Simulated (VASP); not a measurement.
LaSi2, 6 atoms in the cell. It takes space group I4_1/amd (No. 141, tetragonal). The conventional cell has a = 4.388 Å, b = 4.388 Å, c = 13.610 Å, α = 90.00°, β = 90.00°, γ = 90.00°. Around La (site symmetry -4m2) lie 12 Si at 3.13 to 3.32 Å. Si (site symmetry 2mm) has 3 Si at 2.33 to 2.44 Å as nearest neighbours. The cell is a database's computed one.

```yaml
Program: VASP 6.6.1
Task: single point
Functional: r2SCAN
Dispersion: rVV10
Potentials_or_basis: VASP PAW PBE potentials, release 64 (La, Si)
Cutoff: 520 eV
k_mesh: 6 × 6 × 6
Occupations: gaussian, width 0.1 eV
Spin: no spin polarisation
Dipole_correction: no
Further_INCAR_settings: ALGO = Normal; EDIFF = 1e-06; NBANDS = 28
```

Potentials or basis: VASP PAW PBE potentials, release 64 (La, Si).

Command:

```sh
$ cat potpaw_PBE.64/La/POTCAR potpaw_PBE.64/Si/POTCAR > POTCAR
$ cp INCAR.step1 INCAR
$ mpirun -np 1 vasp_std > vasp.out
$ cp INCAR.step2 INCAR
$ mpirun -np 1 vasp_std > vasp.out
```

Hardware: 1 thread of Intel(R) Xeon(R) Platinum 8259CL CPU @ 2.50GHz (Skylake/Cascade Lake), on a shared host.

**Question.** How long does it take, and how much memory?

**Answer.** It took 23 min on 1 thread of Intel(R) Xeon(R) Platinum 8259CL CPU @ 2.50GHz (Skylake/Cascade Lake) (shared host), peak memory 1.1 GiB. Counts: scf iterations 13, k points 30.
